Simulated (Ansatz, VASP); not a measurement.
# Hf2CF2 (Hf2CF2 MXene monolayer): VASP beside Ansatz

One calculation is typed for both programs; each brings its own data sets. How far apart do they land? The structure shown is the start of the Ansatz relaxation below; VASP solves that cell, so the two are compared at the walk's first step.

Calculated with Ansatz 0.2.0; plane waves, with VASP 6.6.1 beside it; single point at PBE with D3(BJ).

### 1. The starting structure

The cell holds 5 atoms: 2 F, 2 Hf and 1 C. Its edges and angles: a = 3.289 Å, b = 3.289 Å, c = 40.191 Å, α = 90.0°, β = 90.0°, γ = 120.0°. Vacuum lies along c.

Coordinates:

```cif
data_structure
_symmetry_space_group_name_H-M 'P 1'
_symmetry_Int_Tables_number 1
_cell_length_a 3.2890
_cell_length_b 3.2890
_cell_length_c 40.1907
_cell_angle_alpha 90.000
_cell_angle_beta 90.000
_cell_angle_gamma 120.000
_cell_volume 376.52
loop_
_atom_site_label
_atom_site_type_symbol
_atom_site_fract_x
_atom_site_fract_y
_atom_site_fract_z
_atom_site_occupancy
F1 F 0.33333 0.66667 0.44289 1
F2 F 0.66667 0.33333 0.55711 1
Hf3 Hf 0.66667 0.33333 0.46771 1
Hf4 Hf 0.33333 0.66667 0.53229 1
C5 C 0.00000 0.00000 0.50000 1
```

### 2. Ansatz: relaxation, PBE with D3(BJ)

Ansatz runs on its PAW soft_1 files.

The two programs are compared at the cell with which this relaxation starts, whose forces are those of its first step.

Input file input.yaml:

```yaml
crystal:
  lattice:
    - [3.289, 0.0, 0.0]
    - [-1.6445, 2.848357553, 0.0]
    - [0.0, 0.0, 40.1906824045]
  atoms:
    - { symbol: F, position: [0.3333333333, 0.6666666667, 0.4428887228] }
    - { symbol: Hf, position: [0.6666666667, 0.3333333333, 0.4677101334] }
    - { symbol: C, position: [0.0, 0.0, 0.5] }
    - { symbol: Hf, position: [0.3333333333, 0.6666666667, 0.5322898666] }
    - { symbol: F, position: [0.6666666667, 0.3333333333, 0.5571112772] }
  periodic: [true, true, false]
kpoints:
  mp_grid: { grid: [12, 12, 1] }
hamiltonian:
  xc: pbe
  dispersion: d3bj
  pseudopotentials: { kind: paw, azcp: { folder: soft_1 } }
scf:
  occupations: { method: fermi_dirac, width: 0.05 }
  convergence: { dr2_threshold: 1.0e-09 }
relax:
  f_tol: 0.004
  max_steps: 90
  cell: {}
output:
  write_potential: true
  write_density: true
  volumetric_format: npy
```

The run is started by

```console
ansatz run input.yaml --threads 2 --pin off --max-ram 3072MiB --backend cpu --events-out ev --progress --plain --runs-dir out
```

Numbers of over 12 decimals in the logs are rounded to 6 here.

Output:

```text
Warning: relax.cell: scf.convergence.dr2_threshold = 1e-9 eV is looser than the 2.34865266811e-10 eV advised for a relaxation that steers and ends on the stress (1e-10 eV for each atom of the cell: 5, times the square of relax.cell.stress_2d_tol = 0.05 N/m over 14.6 Å (the atoms' height at the walk's start and 5 Å past either face), 3.427e-2 GPa, over a crystal's default 0.05). What an SCF threshold leaves in a stress goes as its square root, and in the free energy as the threshold itself, and one threshold admits the most on a small cell: [figures from the program's tests cut] Set scf.convergence.dr2_threshold to 2.34865266811e-10 eV or tighter. [rest of the remark cut]
Engine: ansatz 0.2.0, aarch64-unknown-linux-gnu
Pseudopotentials: kind: paw
Pseudopotential: F, paw, valence charge 7, recommended cutoff 420 eV (normal), soft_1/F.paw.azcp
Pseudopotential: Hf, paw, valence charge 26, recommended cutoff 420 eV (normal), soft_1/Hf.paw.azcp
Pseudopotential: C, paw, valence charge 4, recommended cutoff 420 eV (normal), soft_1/C.paw.azcp
Functional definition: PBE
  parameter kappa = 0.804
  parameter beta = 0.066725
  exchange = pbe_x(kappa = kappa, mu = beta*pi^2/3)
  correlation = pbe_c(beta = beta)
Crystal: 5 atoms, lattice volume = 376.516 Å³
Basis set: ecut = 420 eV, 7479 PW (Γ), exchange–correlation on 48×48×540 points (8 copies of the dense FFT grid, shifted against one another)
Bands: 42, of which v1, the nominal top of the filled ones, is band 35 counted from 1 (34 counted from 0)
Symmetry: 12 space group operations
Space group: P-3m1 (ITA 164), of the structure as read, at distance tolerance 7.2e-5 Å
k-points: 19 of 144
Non-local potential: F, projectors of the file, l = 0: 2, l = 1: 2, l = 2: 1
Non-local potential: Hf, projectors of the file, l = 0: 3, l = 1: 2, l = 2: 2, l = 3: 3
Non-local potential: C, projectors of the file, l = 0: 2, l = 1: 2, l = 2: 1
PAW form: soft (Blöchl's): semilocal exchange-correlation on the pseudo side does not see the compensation charge
PAW one-centre angular grid: F, 110 points (default); XC on 64 Gauss nodes
PAW one-centre angular grid: Hf, 590 points (default); XC on 64 Gauss nodes
PAW one-centre angular grid: C, 110 points (default); XC on 64 Gauss nodes
Initial density: superposition of atomic densities (neutral atoms: chi_scale 0, normalization atom)
Initial wavefunctions: pseudopotential atomic-orbital guess
Functional: x = pbe(κ = 0.804, μ = 0.219515), c = pbe(β = 0.066725)
SCF iter   1: F=—  HF=-33322.503187 eV  |F-HF|=—  |Δ(HF+E_count)|=         —  Δρ=5.27e-2  dr2=2.19e1  ethr=3.10e-3  ⟨swp⟩=13.3  Hψ=4772  notcnv=0  defer=1
preconditioner: auto → LDOS  [metal: Δε(μ)=0.063 eV  Ē_g=18.042 eV  σ=0.050 eV  W_gap=0.30  n_scr=26 (ndim 8)  ℏωp=15.5 eV  f_vac=0.809  D(μ)=1.60/eV (n_scr^D=10)  β→1.0]
SCF iter   2: F=—  HF=-33322.186202 eV  |F-HF|=—  |Δ(HF+E_count)|=   3.17e-1  Δρ=6.58e-2  dr2=6.71e1  ethr=3.10e-3  ⟨swp⟩=9.7  Hψ=2609  notcnv=0  defer=61  recentre
SCF iter   3: F=—  HF=-33317.372688 eV  |F-HF|=—  |Δ(HF+E_count)|=    4.81e0  Δρ=1.21e-2  dr2=2.09e0  ethr=3.10e-3  ⟨swp⟩=7.1  Hψ=2937  notcnv=0  defer=18
SCF iter   4: F=—  HF=-33316.931553 eV  |F-HF|=—  |Δ(HF+E_count)|=   4.41e-1  Δρ=3.63e-3  dr2=2.06e-1  ethr=2.98e-3  ⟨swp⟩=4.8  Hψ=1565  notcnv=0  defer=31
SCF iter   5: F=—  HF=-33316.914758 eV  |F-HF|=—  |Δ(HF+E_count)|=   1.68e-2  Δρ=1.45e-3  dr2=6.43e-2  ethr=2.94e-4  ⟨swp⟩=5.8  Hψ=1885  notcnv=0  defer=33
SCF iter   6: F=—  HF=-33316.907130 eV  |F-HF|=—  |Δ(HF+E_count)|=   7.63e-3  Δρ=6.01e-4  dr2=5.42e-2  ethr=9.19e-5  ⟨swp⟩=4.3  Hψ=1491  notcnv=0  defer=30
SCF iter   7: F=—  HF=-33316.894669 eV  |F-HF|=—  |Δ(HF+E_count)|=   1.25e-2  Δρ=5.48e-4  dr2=3.11e-2  ethr=7.75e-5  ⟨swp⟩=3.9  Hψ=1056  notcnv=0  defer=31
SCF iter   8: F=—  HF=-33316.883450 eV  |F-HF|=—  |Δ(HF+E_count)|=   1.12e-2  Δρ=2.73e-4  dr2=2.96e-3  ethr=4.45e-5  ⟨swp⟩=6.1  Hψ=1326  notcnv=0  defer=34
SCF iter   9: F=—  HF=-33316.883005 eV  |F-HF|=—  |Δ(HF+E_count)|=   4.45e-4  Δρ=3.76e-4  dr2=3.79e-3  ethr=4.23e-6  ⟨swp⟩=5.5  Hψ=1794  notcnv=0  defer=33
SCF iter  10: F=—  HF=-33316.882696 eV  |F-HF|=—  |Δ(HF+E_count)|=   3.09e-4  Δρ=2.83e-4  dr2=8.58e-4  ethr=4.23e-6  ⟨swp⟩=4.3  Hψ=1862  notcnv=0  defer=24
SCF iter  11: F=—  HF=-33316.882434 eV  |F-HF|=—  |Δ(HF+E_count)|=   2.62e-4  Δρ=7.29e-5  dr2=2.60e-5  ethr=1.23e-6  ⟨swp⟩=2.8  Hψ=1603  notcnv=0  defer=22
[...]
SCF iter   3: F=—  HF=-33318.222304 eV  |F-HF|=—  |Δ(HF+E_count)|=   2.04e-7  Δρ=3.18e-6  dr2=4.14e-8  ethr=2.59e-9  ⟨swp⟩=2.6  Hψ=1431  notcnv=0
SCF iter   4: F=—  HF=-33318.222304 eV  |F-HF|=—  |Δ(HF+E_count)|=   3.99e-8  Δρ=1.34e-6  dr2=4.95e-9  ethr=5.92e-11  ⟨swp⟩=3.9  Hψ=2047  notcnv=0
SCF iter   5: F=-33318.222304 eV  HF=-33318.222304 eV  |F-HF|=1.19e-8  |Δ(HF+E_count)|=   7.37e-9  Δρ=3.93e-7  dr2=3.38e-10  ethr=1.43e-12  ⟨swp⟩=15.7  Hψ=9246  notcnv=0
SCF 8 converged in 5 iterations: F = -33318.222304 eV  dr2 = 3.38e-10
relax step   8: F+E_penalty+E_count = -33318.22230387 eV  Δ(F+E_penalty+E_count) = -6.832e-5 eV  max|allowed force component| = 1.380e-4 eV/Å  Δτ_max = 0.0005 Å  P = +0.000 N/m  Ω = 368.988 Å³  energy of the carried Pulay correction = +6.089e-5 eV  fix = [c, alpha, beta]  reactions: c +0.000 N/m  (5 SCF iters, accepted)
iter 1 solved again at ethr=1.43e-7 eV; its pass at ethr=3.10e-3 eV (dr2=1.00e-4 eV) is discarded
SCF iter   1: F=—  HF=-33318.222309 eV  |F-HF|=—  |Δ(HF+E_count)|=         —  Δρ=1.69e-6  dr2=3.09e-9  ethr=1.43e-7  ⟨swp⟩=7.1  Hψ=8751  notcnv=0
eigensolver tolerance schedule: the retry pair's looser diagonalisation over-reported the residual by 32373.42 of it (diagonalisation noise at an unbounded share of the residual, at the tolerance the schedule requests for it); recorded, not acted on — ethr = c·dr2/N_el stays at c = 1.0e-1
SCF iter   2: F=—  HF=-33318.222265 eV  |F-HF|=—  |Δ(HF+E_count)|=   4.44e-5  Δρ=1.64e-6  dr2=4.22e-9  ethr=4.42e-12  ⟨swp⟩=8.2  Hψ=4948  notcnv=0
SCF iter   3: F=-33318.222265 eV  HF=-33318.222265 eV  |F-HF|=3.42e-10  |Δ(HF+E_count)|=   1.43e-9  Δρ=7.04e-7  dr2=7.50e-10  ethr=1.43e-12  ⟨swp⟩=20.4  Hψ=11054  notcnv=0
SCF 9 converged in 3 iterations: F = -33318.222265 eV  dr2 = 7.50e-10
relax step   9: F+E_penalty+E_count = -33318.22226504 eV  Δ(F+E_penalty+E_count) = +3.882e-5 eV  max|allowed force component| = 1.404e-4 eV/Å  Δτ_max = 0.0000 Å  P = -0.001 N/m  Ω = 368.988 Å³  fix = [c, alpha, beta]  reactions: c -0.000 N/m  stress off target by 7.27e-4 N/m on what of the cell is left free  SCF on the basis re-selected at this cell (its energy is not comparable with the rows above)  (3 SCF iters)
basis re-selected at this cell: Δ(F+E_penalty+E_count) = +3.882e-5 eV, ΔP = -0.001 N/m vs the last step (what re-selecting the basis moved, of the pressure what is left beyond the Pulay correction that the steps carried, after the strain that the cell walked since its last selection, with what the two solves' SCF thresholds leave and, on support functions, any second-order correction that the steps lacked; it is no m [...]
WARN: The output density's exchange-correlation potential varies sharply where the density is thin. Do not read a vacuum level from v_tot or v_xc, or from such a field of the output density. On a cell that repeats whose density bears no net charge and no dipole along the vacuum's axis use v_es (v_loc + v_h of the components); under efield.dipole_correction with no amplitude use v_es + v_field, which holds any externa [...]
SCF converged after 3 iterations
Free energy (F): -33318.222265 eV
Harris-Foulkes:  -33318.222265 eV  (|F-HF|=3.42e-10)
Internal energy: -33318.210587 eV  (E = F + TS)
E sigma→0 (E₀):  -33318.216426 eV
Entropy (-TS):   -0.011678 eV (-2.336 meV/atom)
Fermi energy:    -3.724755 eV
--- Per-component energies (eV) ---
  E_band       = -1484.170784
  E_kinetic    = 1301.293288
  E_local      = -410135.148659  (includes V_loc(G=0)·N_el)
  E_nonlocal   = 317.822886
  E_hartree    = 204035.852476
  E_xc         = -735.846947
  E_vxc        = -767.732785  (∫ρ·V_xc dr)
  E_paw        = -15904.902525  (= ΣΔE_a)
  E_vpaw       = -272.108094  (= ΣTr[D̂ρ^β])
  E_aug_tail   = 0.001637  (compensation charges beyond the density's cutoff)
  E_ewald      = 187803.592943
  E_disp       = -0.875685  (pairwise vdW)
  E_smearing   = -0.011678  (= −TS)
  E_closure    = -0.000000  (closes the sum)
  Σ components = -33318.222265   (vs F -33318.222265, Δ=0.00e0)
--- Forces (eV/Å), atoms counted from 1 ---
  atom   1  F     -0.00000000    -0.00000000     0.00007007
  atom   2  Hf     0.00000000     0.00000000    -0.00014040
  atom   3  C      0.00000000     0.00000000     0.00000000
  atom   4  Hf    -0.00000000    -0.00000000     0.00014040
  atom   5  F      0.00000000     0.00000000    -0.00007007
  max |Σ_I F_I| component: 9.25e-18 eV/Å
--- 2D stress c σ (N/m, compression-positive) ---
       -0.000727       0.000000       0.000000
        0.000000      -0.000727      -0.000000
        0.000000      -0.000000      -0.000000
  P = ½ c Tr σ = -0.0007 N/m
--- Band table (eV; the first three rows and the last of 19) ---
  k-point 0: bands = [... 31 lower, -8.6148, -7.0977, -7.0977, -3.4423, -3.4423, -3.1253, -2.2291, -2.1267, ... 3 higher]
  k-point 1: bands = [... 31 lower, -8.5390, -7.3425, -7.1161, -3.7660, -3.2773, -3.0730, -2.0190, -1.9806, ... 3 higher]
  k-point 2: bands = [... 31 lower, -8.3638, -7.8488, -7.1491, -4.3983, -2.9038, -2.8038, -1.8758, -1.6592, ... 3 higher]
  k-point 18: bands = [... 31 lower, -8.5153, -8.5153, -7.4933, -3.2519, -2.4357, -2.4357, -0.7642, -0.1218, ... 3 higher]
  the weakly bound empty levels are not read free of the cell's end (no_gap_told)
--- Relaxed structure (7 steps of the walk, 7 accepted, 2 SCFs on fresh bases) ---
  F+E_penalty+E_count = -33318.22226504 eV   max|allowed force component| = 1.404e-4 eV/Å   (the final SCF, on the basis selected at the relaxed cell)
  cell:  # Å, volume = 368.9879 Å³
    - [3.255953, 0, 0]
    - [-1.627976, 2.819738, 0]
    - [0, 0, 40.1906824045]
  atoms:
    - { symbol: F, position: [0.333333, 0.666667, 0.436380] }
    - { symbol: Hf, position: [0.666667, 0.333333, 0.470083] }
    - { symbol: C, position: [0, 0, 0.5] }
    - { symbol: Hf, position: [0.333333, 0.666667, 0.529917] }
    - { symbol: F, position: [0.666667, 0.333333, 0.563620] }
```

The column dr2 measures how far the density is from self-consistency, as an energy; F and HF (Harris–Foulkes) agree once it is small.

### 3. VASP: single point, PBE with D3(BJ), start cell

The same cell, functional, mesh and smearing now go to VASP, with its own data sets.

Lines of VASP's logs that name or quote its potential files are left out, and so is its time.

Input file INCAR:

```
SYSTEM = Hf2CF2
PREC = Accurate
ENCUT = 520
EDIFF = 1E-06
NELM = 120
ISMEAR = -1
SIGMA = 0.05
LREAL = .FALSE.
ALGO = Normal
GGA = PE
IVDW = 12
NBANDS = 25
LASPH = .TRUE.
LORBIT = 11
LWAVE = .FALSE.
LCHARG = .FALSE.
ISIF = 2
LDIPOL = .TRUE.
IDIPOL = 3
DIPOL = 0.5 0.5 0.5
LVHAR = .TRUE.
GGA_COMPAT = .FALSE.
NELMDL = -8
KPAR = 2
```

Input file POSCAR:

```
Hf2CF2
1.0
    3.2890000000      0.0000000000      0.0000000000
   -1.6445000000      2.8483580000      0.0000000000
    0.0000000000      0.0000000000     40.1906820000
F Hf C
2 2 1
Direct
    0.3333332748      0.6666665496      0.4428887273
    0.6666667252      0.3333334504      0.5571112727
    0.6666667252      0.3333334504      0.4677101274
    0.3333332748      0.6666665496      0.5322898726
    0.0000000000      0.0000000000      0.5000000000
```

Input file KPOINTS:

```
Automatic mesh
0
Gamma
12 12 1
0 0 0
```

PAW data sets: F, Hf_pv and C (PBE family, release 64).

The run is started by

```console
mpirun -np 2 vasp_std
```

Output:

```text
[banner, memory and clock lines left out]
running    2 mpi-ranks, on    1 nodes
 distrk:  each k-point on    1 cores,    2 groups
 distr:  one band on    1 cores,    1 groups

 POSCAR found type information on POSCAR F HfC
 POSCAR found :  3 types and       5 ions
 LDA part: xc-table for (Slater+PW92), standard interpolation
 POSCAR, INCAR and KPOINTS ok, starting setup
 FFT: planning ... GRIDC
 FFT: planning ... GRID_SOFT
 FFT: planning ... GRID
 WAVECAR not read
 entering main loop
       N       E                     dE             d eps       ncg     rms          rms(c)
DAV:   1     0.292029867794E+03    0.29203E+03   -0.18066E+04  1254   0.115E+03
DAV:   2    -0.113279916040E+02   -0.30336E+03   -0.29635E+03  1361   0.269E+02
DAV:   3    -0.494233850884E+02   -0.38095E+02   -0.37729E+02  1225   0.976E+01
DAV:   4    -0.501691932747E+02   -0.74581E+00   -0.74336E+00  1235   0.154E+01
DAV:   5    -0.501854813617E+02   -0.16288E-01   -0.16266E-01  1260   0.213E+00
DAV:   6    -0.501860559024E+02   -0.57454E-03   -0.57406E-03  1252   0.416E-01
DAV:   7    -0.501860802525E+02   -0.24350E-04   -0.24347E-04  1284   0.787E-02
DAV:   8    -0.501860812982E+02   -0.10456E-05   -0.10456E-05  1252   0.171E-02    0.689E+01
DAV:   9    -0.428678985692E+02    0.73182E+01   -0.38766E+01  1079   0.287E+01    0.477E+01
DAV:  10    -0.425481913973E+02    0.31971E+00   -0.21660E+00  1216   0.899E+00    0.846E+00
DAV:  11    -0.425107430514E+02    0.37448E-01   -0.10227E-01  1332   0.189E+00    0.134E+00
DAV:  12    -0.424974761989E+02    0.13267E-01   -0.21533E-02  1282   0.898E-01    0.462E-01
DAV:  13    -0.424933982332E+02    0.40780E-02   -0.64259E-03  1292   0.351E-01    0.266E-01
DAV:  14    -0.424933530433E+02    0.45190E-04   -0.67537E-04  1324   0.134E-01    0.794E-02
[...]
DAV:  21    -0.424961840518E+02   -0.61510E-04   -0.15489E-05   866   0.434E-03    0.239E-03
DAV:  22    -0.424962019255E+02   -0.17874E-04   -0.79500E-06   920   0.576E-03    0.272E-03
DAV:  23    -0.424962233685E+02   -0.21443E-04   -0.79722E-06   874   0.278E-03    0.148E-03
DAV:  24    -0.424962291725E+02   -0.58041E-05   -0.84397E-07   877   0.202E-03    0.179E-03
DAV:  25    -0.424962358690E+02   -0.66965E-05   -0.12258E-06   840   0.139E-03    0.176E-03
DAV:  26    -0.424962376728E+02   -0.18038E-05   -0.32342E-07   880   0.726E-04    0.407E-04
DAV:  27    -0.424962392053E+02   -0.15325E-05   -0.78667E-08   893   0.493E-04    0.254E-04
DAV:  28    -0.424962399742E+02   -0.76884E-06   -0.57626E-08   813   0.245E-04
   1 F= -.43360944E+02 E0= -.43354439E+02  d E =-.130100E-01
```

(Continued in part 2 of 2.)

[Lines on the potential files, build, host, timing and source positions are cut from VASP's logs without a mark.]

[Logs are printed without paths, hosts, clocks, repeated set-up lines and the standing remarks that a program may print on its own settings, such as how far it seeks lower states.]

[Hosts, paths, dates, database ids (printed as entryN), source tags and the programs' standing remarks are cut or masked in the printed files.]
